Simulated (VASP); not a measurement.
An input for Quantum ESPRESSO's pw.x (written as the equivalent of a VASP run, and not itself run):

```
&CONTROL
  calculation = 'scf'
  pseudo_dir = './pseudo'
  outdir = './out'
  tprnfor = .true.
  tstress = .true.
/
&SYSTEM
  ibrav = 0
  nat = 6
  ntyp = 2
  ecutwfc = 84
  occupations = 'smearing'
  smearing = 'fermi-dirac'
  degauss = 0.00147
  input_dft = 'pz'
/
&ELECTRONS
  conv_thr = 7.3e-08
  electron_maxstep = 100
/
ATOMIC_SPECIES
  Pt 195.084 Pt.upf
  Cl 35.450 Cl.upf
CELL_PARAMETERS angstrom
     3.7622800    0.0000000    0.0000000
     0.0000000   11.2088000    0.0000000
     0.0000000    0.0000000    3.4315700
ATOMIC_POSITIONS crystal
  Pt   0.0102830 -0.0002250  0.4988860
  Pt   0.4989590  0.4985880 -0.0076110
  Cl   0.8913450  0.8679450  0.0150670
  Cl   0.1204910  0.1357620 -0.0031750
  Cl   0.3628340  0.6351380  0.5023300
  Cl   0.6160890  0.3627920  0.4945020
K_POINTS automatic
  6 2 7 0 0 0
```

Question: Write the VASP files for the same calculation (LDA).

Answer: One answer among several that fit: 
**INCAR**
```
SYSTEM = PtCl2
PREC = Accurate
ENCUT = 300
EDIFF = 1E-6
NELM = 100
ALGO = Normal
LREAL = .FALSE.
LASPH = .TRUE.
ISMEAR = -1
SIGMA = 0.02
LMAXMIX = 6
LWAVE = .FALSE.
LCHARG = .FALSE.
ISIF = 2
```

KPOINTS:
```
Automatic mesh
0
Gamma
6 2 7
0 0 0
```

POSCAR:
```
PtCl2
1
    3.7622800000     0.0000000000     0.0000000000
    0.0000000000    11.2088000000     0.0000000000
    0.0000000000     0.0000000000     3.4315700000
Pt Cl
2 4
Direct
  0.0102830000  -0.0002250000   0.4988860000
  0.4989590000   0.4985880000  -0.0076110000
  0.8913450000   0.8679450000   0.0150670000
  0.1204910000   0.1357620000  -0.0031750000
  0.3628340000   0.6351380000   0.5023300000
  0.6160890000   0.3627920000   0.4945020000
```

POTCAR, in this order: Pt Cl (LDA.64 set). Program: vasp_std.

The two are equivalent in intent, not identical: the potentials are each code's own (VASP's PAW set, PseudoDojo norm-conserving files in pw.x), so ENCUT and ecutwfc are chosen apart and not converted; conv_thr bounds pw.x's estimated SCF error, while EDIFF bounds the energy change between steps.

The structure comes from a computed database's PtCl2 entry; how it stands against other phases isn't given here. The cell was not relaxed at this level, atoms are displaced from their ideal sites.
